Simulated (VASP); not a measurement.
# Al2InN3 (P6_3mc) in VASP: further runs

Aim: see how the results for Al2InN3 move with the level of theory and the settings. Levels: PBE, r2SCAN. Tasks: relaxation of cell and atoms, single point.

Everything below comes from runs of VASP 6.6.1. Logs are shortened: lines on timing, memory, paths and dates and some standing lists are left out, and cuts for length are marked.

**1. The crystal as given**

It takes space group P6_3mc (No. 186, hexagonal). The conventional cell has a = 3.265 Å, b = 3.265 Å, c = 16.054 Å, α = 90.00°, β = 90.00°, γ = 120.00°. Al (site symmetry 3m) is surrounded by 4 N at 1.90 to 1.97 Å. Around Al (site symmetry 3m) lie 4 N at 1.88 to 1.97 Å. In (site symmetry 3m) is surrounded by 4 N at 2.09 to 2.21 Å. N (site symmetry 3m) has 4 Al at 1.90 to 1.97 Å as nearest neighbours. N (site symmetry 3m) is surrounded by 1 Al at 1.88 Å and 3 In at 2.09 Å. N (site symmetry 3m) is surrounded by 3 Al at 1.97 Å and 1 In at 2.21 Å.

The cell was built by a generator and needn't be a form met in nature.

**2. Relaxation of cell and atoms, PBE**

Contents of INCAR:

```
SYSTEM = Al2InN3
PREC = Accurate ; ENCUT = 520
EDIFF = 1E-6 ; ISMEAR = 0
SIGMA = 0.03 ; LREAL = .False.
LASPH = .True. ; NELM = 120
ALGO = Normal ; ISIF = 3
LWAVE = .False. ; LCHARG = .False.
GGA = PE ; IBRION = 2
NSW = 90 ; EDIFFG = -0.01
KPAR = 4
```

Contents of KPOINTS:

```
Automatic mesh
0
Gamma
  8 8 2
  0 0 0
```

Contents of POSCAR:

```
Al2InN3
1.0
    3.2653099200      0.0000000000      0.0000000000
   -1.6326549600      2.8278413500      0.0000000000
    0.0000000000      0.0000000000     16.0540000000
Al In N
4 2 6
Direct
    0.6666666700      0.3333333300      0.5066027200
    0.6666666700      0.3333333300      0.1602715800
    0.3333333300      0.6666666700      0.0066027200
    0.3333333300      0.6666666700      0.6602715800
    0.3333333300      0.6666666700      0.3340600500
    0.6666666700      0.3333333300      0.8340600500
    0.6666666700      0.3333333300      0.6248287000
    0.6666666700      0.3333333300      0.2773140700
    0.3333333300      0.6666666700      0.4719696000
    0.3333333300      0.6666666700      0.1248287000
    0.3333333300      0.6666666700      0.7773140700
    0.6666666700      0.3333333300      0.9719696000
```

Potentials or basis: VASP PAW PBE potentials, release 64 (Al, In_d, N).

The run is started by

```console
$ cat potpaw_PBE.64/Al/POTCAR potpaw_PBE.64/In_d/POTCAR potpaw_PBE.64/N/POTCAR > POTCAR
$ mpirun -np 4 vasp_std > vasp.out
```

OUTCAR:

```text
SYSTEM = Al2InN3
   PREC = Accurate
   ENCUT = 520
   EDIFF = 1E-6
   ISMEAR = 0
   LREAL = .False.
   LASPH = .True.
   NELM = 120
   ISIF = 3
   GGA = PE
   IBRION = 2
   NSW = 90
   EDIFFG = -0.01

 ion  position               nearest neighbor table
   1  0.667  0.333  0.507-   7 1.90   9 1.97   9 1.97   9 1.97   4 3.10   4 3.10   4 3.10   5 3.35
                             5 3.35   5 3.35
   2  0.667  0.333  0.160-   8 1.88  10 1.97  10 1.97  10 1.97   3 3.10   3 3.10   3 3.10   5 3.37
                             5 3.37   5 3.37
   3  0.333  0.667  0.007-  10 1.90  12 1.97  12 1.97  12 1.97   2 3.10   2 3.10   2 3.10   6 3.35
                             6 3.35   6 3.35
   4  0.333  0.667  0.660-  11 1.88   7 1.97   7 1.97   7 1.97   1 3.10   1 3.10   1 3.10   6 3.37
                             6 3.37   6 3.37
   5  0.333  0.667  0.334-   8 2.09   8 2.09   8 2.09   9 2.21   1 3.35   1 3.35   1 3.35   2 3.37
                             2 3.37   2 3.37
   6  0.667  0.333  0.834-  11 2.09  11 2.09  11 2.09  12 2.21   3 3.35   3 3.35   3 3.35   4 3.37
                             4 3.37   4 3.37
   7  0.667  0.333  0.625-   1 1.90   4 1.97   4 1.97   4 1.97
   8  0.667  0.333  0.277-   2 1.88   5 2.09   5 2.09   5 2.09
   9  0.333  0.667  0.472-   1 1.97   1 1.97   1 1.97   5 2.21
  10  0.333  0.667  0.125-   3 1.90   2 1.97   2 1.97   2 1.97
  11  0.333  0.667  0.777-   4 1.88   6 2.09   6 2.09   6 2.09
  12  0.667  0.333  0.972-   3 1.97   3 1.97   3 1.97   6 2.21

  LATTYP: Found a hexagonal cell.
 ALAT       =     3.2653099200
 C/A-ratio  =     4.9165317821

  Lattice vectors:

 A1 = (   3.2653099200,   0.0000000000,   0.0000000000)
 A2 = (  -1.6326549600,   2.8278413500,   0.0000000000)
 A3 = (   0.0000000000,   0.0000000000,  16.0540000000)

Analysis of symmetry for initial positions (statically):
=====================================================================
 Subroutine PRICEL returns:
 Original cell was already a primitive cell.

 Routine SETGRP: Setting up the symmetry group for a
 hexagonal supercell.

 Subroutine GETGRP returns: Found 12 space group operations
 (whereof  6 operations were pure point group operations)
 out of a pool of 24 trial point group operations.

The static configuration has the point symmetry C_3v.
 The point group associated with its full space group is C_6v.

Analysis of symmetry for dynamics (positions and initial velocities):
=====================================================================
 Subroutine PRICEL returns:
 Original cell was already a primitive cell.

 Routine SETGRP: Setting up the symmetry group for a
 hexagonal supercell.

 Subroutine GETGRP returns: Found 12 space group operations
 (whereof  6 operations were pure point group operations)
 out of a pool of 24 trial point group operations.

The dynamic configuration has the point symmetry C_3v.
 The point group associated with its full space group is C_6v.

 Subroutine INISYM returns: Found 12 space group operations
 (whereof  6 operations are pure point group operations),
 and found     1 'primitive' translations

----------------------------------------------------------------------------------------

                                     Primitive cell

  volume of cell :     148.2391

  direct lattice vectors                    reciprocal lattice vectors
     3.265309920  0.000000000  0.000000000     0.306249644  0.176813314  0.000000000
    -1.632654960  2.827841350  0.000000000     0.000000000  0.353626628  0.000000000
     0.000000000  0.000000000 16.054000000     0.000000000  0.000000000  0.062289772

  length of vectors
     3.265309920  3.265309927 16.054000000     0.353626628  0.353626628  0.062289772

  position of ions in fractional coordinates (direct lattice)
     0.666666670  0.333333330  0.506602720
     0.666666670  0.333333330  0.160271580
     0.333333330  0.666666670  0.006602720
     0.333333330  0.666666670  0.660271580
     0.333333330  0.666666670  0.334060050
     0.666666670  0.333333330  0.834060050
     0.666666670  0.333333330  0.624828700
     0.666666670  0.333333330  0.277314070
     0.333333330  0.666666670  0.471969600
     0.333333330  0.666666670  0.124828700
     0.333333330  0.666666670  0.777314070
     0.666666670  0.333333330  0.971969600

  ion indices of the primitive-cell ions
   primitive index   ion index
                 1           1
                 2           2
                 3           3
                 4           4
                 5           5
                 6           6
                 7           7
                 8           8
                 9           9
                10          10
                11          11
                12          12

----------------------------------------------------------------------------------------

 KPOINTS: Automatic mesh

Automatic generation of k-mesh.
 Grid dimensions read from file:
 generate k-points for:    8    8    2

 Generating k-lattice:

  Cartesian coordinates                     Fractional coordinates (reciprocal lattice)
     0.038281205  0.022101664  0.000000000     0.125000000  0.000000000  0.000000000
     0.000000000  0.044203328  0.000000000     0.000000000  0.125000000  0.000000000
     0.000000000  0.000000000  0.031144886     0.000000000  0.000000000  0.500000000

  Length of vectors
     0.044203329  0.044203328  0.031144886

  Shift w.r.t. Gamma in fractional coordinates (k-lattice)
     0.000000000  0.000000000  0.000000000

 Subroutine IBZKPT returns following result:
 ===========================================

 Found     20 irreducible k-points:

 Following reciprocal coordinates:
            Coordinates               Weight
  0.000000  0.000000  0.000000      1.000000
  0.125000 -0.000000  0.000000      6.000000
  0.250000 -0.000000  0.000000      6.000000
  0.375000 -0.000000  0.000000      6.000000
  0.500000 -0.000000  0.000000      3.000000
  0.125000  0.125000  0.000000      6.000000
[... 12 lines left out ...]
  0.250000  0.250000  0.500000      6.000000
  0.375000  0.250000  0.500000      6.000000
   k-points           NKPTS =     20   k-points in BZ     NKDIM =     20   number of bands    NBANDS=     41
   number of dos      NEDOS =    301   number of ions     NIONS =     12
   total plane-waves  NPLWV =  69120
   dimension x,y,z NGX =    24 NGY =   24 NGZ =  120
   dimension x,y,z NGXF=    48 NGYF=   48 NGZF=  240
   ions per type =               4   2   6
   NGX,Y,Z   is equivalent  to a cutoff of  12.22, 12.22, 12.43 a.u.
   NGXF,Y,Z  is equivalent  to a cutoff of  24.44, 24.44, 24.85 a.u.
 SYSTEM =  Al2InN3
   PREC   = accura    normal or accurate (medium, high low for compatibility)
   ISTART =      0    job   : 0-new  1-cont  2-samecut
   ICHARG =      2    charge: 1-file 2-atom 10-const
   ISPIN  =      1    spin polarized calculation?
   LNONCOLLINEAR =      F non collinear calculations
   LSORBIT =      F    spin-orbit coupling
   LASPH  =      T    aspherical Exc in radial PAW
   ENCUT  =  520.0 eV  38.22 Ry    6.18 a.u.   6.07  6.07 29.85*2*pi/ulx,y,z
   NELM   =    120;   NELMIN=  2; NELMDL= -5     # of ELM steps
   EDIFF  = 0.1E-05   stopping-criterion for ELM
   LREAL  =      F    real-space projection
   EDIFFG = -.1E-01   stopping-criterion for IOM
   NSW    =     90    number of steps for IOM
   IBRION =      2    ionic relax: 0-MD 1-quasi-New 2-CG
   NFREE  =      1    steps in history (QN), initial steepest desc. (CG)
   ISIF   =      3    stress and relaxation
   ISYM   =      2    0-nonsym 1-usesym 2-fastsym
   POTIM  = 0.5000    time-step for ionic-motion
   TEBEG  =    0.0;   TEEND  =   0.0 temperature during run
   PSTRESS=    0.0 pullay stress
   NELECT =      68.0000    total number of electrons
   NUPDOWN=      -1.0000    fix difference up-down
   EMIN   =  10.00;   EMAX   =-10.00  energy-range for DOS
   EFERMI =   0.00;   METHOD = LEGACY
   ISMEAR =     0;   SIGMA  =   0.03  broadening in eV -4-tet -1-fermi 0-gaus
   EFERMI_NEDOS =   21; number of points for ismear=-14 and -15
   IALGO  =     38    algorithm
   IMIX   =      4    mixing-type and parameters
     AMIX     =   0.40;   BMIX     =  1.00
     AMIX_MAG =   1.60;   BMIX_MAG =  1.00
  volume/ion in A,a.u.               =      12.35        83.36
  Fermi-wavevector in a.u.,A,eV,Ry     =   1.262574  2.385919 21.688959  1.594094
  Thomas-Fermi vector in A             =   2.395975
   LORBIT       =      0    0 simple, 1 ext, 2 COOP (PROOUT), +10 PAW based schemes
   GGA     = PE    functional components
   LHFCALC =     F    Hartree Fock is set to
   AEXX    =    0.0000 exact exchange contribution
   IVDW    =     0    specifies the selected vdW correction
   LEPSILON=     F    determine dielectric tensor
   LRPA    =     F    only Hartree local field effects (RPA)
 conjugate gradient relaxation of ions
 non-spin polarized calculation
 Gauss-broadening in eV      SIGMA  =   0.03
  energy-cutoff  :      520.00
  volume of cell :      148.24
 maximum number of plane-waves:      4038
   NGX = 13   NGY = 13   NGZ = 59

--------------------------------------- Ionic step        1  -------------------------------------------

 number of electron      68.0000023 magnetization

 Free energy of the ion-electron system (eV)
  ---------------------------------------------------
  ext. energy  EPLUGINS =         0.00000000
  ---------------------------------------------------
  free energy    TOTEN  =       -79.61462582 eV

  energy without entropy =      -79.61462582  energy(sigma->0) =      -79.61462582

------------------------ aborting loop because EDIFF is reached ----------------------------------------

  FORCE on cell =-STRESS in cart. coord.  units (eV):
  Direction    XX          YY          ZZ          XY          YZ          ZX
  --------------------------------------------------------------------------------------
  -------------------------------------------------------------------------------------
  Total       -0.0730218     -0.0730218     -0.1102144      0.0000000     -0.0000000      0.0000000
  in kB       -0.7892240     -0.7892240     -1.1912038      0.0000000     -0.0000000      0.0000000
  external PRESSURE =      -0.9232172 kB  Pullay stress =       0.0000000 kB
[... 77 lines left out ...]
  energy  without entropy=      -79.6147619914  energy(sigma->0) =      -79.61476199

--------------------------------------- Ionic step        3  -------------------------------------------

 number of electron      68.0000022 magnetization

 Free energy of the ion-electron system (eV)
  ---------------------------------------------------
  ext. energy  EPLUGINS =         0.00000000
  ---------------------------------------------------
  free energy    TOTEN  =       -79.61479456 eV

  energy without entropy =      -79.61479456  energy(sigma->0) =      -79.61479456

 E-fermi :   6.9117     XC(G=0): -10.7803

 val. band max:        6.7306244571   @ k =   0.0000   0.0000   0.0000
 cond. band min:       7.9382423788   @ k =   0.0000   0.0000   0.0000
 fundamental gap:      1.2076179216
 Fermi energy:         6.9117103198

 k-point     1 :       0.0000    0.0000    0.0000
  band No.  band energies     occupation
      1      -8.6782      2.00000
      2      -8.5653      2.00000
      3      -8.2548      2.00000
      4      -8.2051      2.00000
      5      -7.5265      2.00000
      6      -7.2594      2.00000
[... 908 lines left out ...]
  FREE ENERGIE OF THE ION-ELECTRON SYSTEM (eV)
  ---------------------------------------------------
  free  energy   TOTEN  =       -79.6147945563 eV

  energy  without entropy=      -79.6147945563  energy(sigma->0) =      -79.61479456

 reached required accuracy - stopping structural energy minimisation
```

Run time: 58 s. Hardware: 4 MPI ranks of Intel Xeon Platinum 8375C at 2.90GHz (Ice Lake), shared host; peak memory 0.31 GiB.

Results:

* Free energy: -79.6148 eV
* Relaxed volume: 12.34 Å³/atom
* Relaxed cell: a = 3.265 Å, b = 3.265 Å, c = 16.049 Å, α = 90.00°, β = 90.00°, γ = 120.00°
* Space group after relaxing (to 0.05 Å): P6_3mc (No. 186)
* Energy gained by relaxing: 0.0 meV/atom
* Ionic steps: 3
* Pressure after relaxing: 0.0 GPa
* Largest force after relaxing: 0.009 eV/Å
* Band gap on the k mesh: 1.21 eV, direct

Forces in eV/Å, atoms in the order of the input:
```
Al   0.000  0.000 -0.006
Al   0.000  0.000  0.009
Al   0.000  0.000 -0.006
Al   0.000  0.000  0.009
In   0.000  0.000  0.008
In   0.000  0.000  0.008
N    0.000  0.000  0.001
N    0.000  0.000 -0.005
N    0.000  0.000 -0.008
N    0.000  0.000  0.001
N    0.000  0.000 -0.005
N    0.000  0.000 -0.008
```

The path:
```csv
step,energy change (eV),largest force (eV/Å),pressure (GPa),volume (Å³)
1,0.0000,0.0469,-0.09,148.24
2,-0.0001,0.0221,0.07,148.09
3,-0.0002,0.0093,0.02,148.13
```

Final structure:
```yaml
crystal:
  lattice:
    - [3.26464, 0.00000, 0.00000]
    - [-1.63232, 2.82726, 0.00000]
    - [0.00000, 0.00000, 16.04905]
  atoms:
    - { symbol: Al, position: [0.66667, 0.33333, 0.50666] }
    - { symbol: Al, position: [0.66667, 0.33333, 0.16023] }
    - { symbol: Al, position: [0.33333, 0.66667, 0.00666] }
    - { symbol: Al, position: [0.33333, 0.66667, 0.66023] }
    - { symbol: In, position: [0.33333, 0.66667, 0.33411] }
    - { symbol: In, position: [0.66667, 0.33333, 0.83411] }
    - { symbol: N, position: [0.66667, 0.33333, 0.62483] }
    - { symbol: N, position: [0.66667, 0.33333, 0.27734] }
    - { symbol: N, position: [0.33333, 0.66667, 0.47187] }
    - { symbol: N, position: [0.33333, 0.66667, 0.12483] }
    - { symbol: N, position: [0.33333, 0.66667, 0.77734] }
    - { symbol: N, position: [0.66667, 0.33333, 0.97187] }
```

Caveat: spin-orbit coupling is left out, which moves the levels of the heavy elements. Expect the measured gap to be larger: semilocal functionals such as PBE lack the derivative discontinuity.

(Part 1 of 2 ends here.)
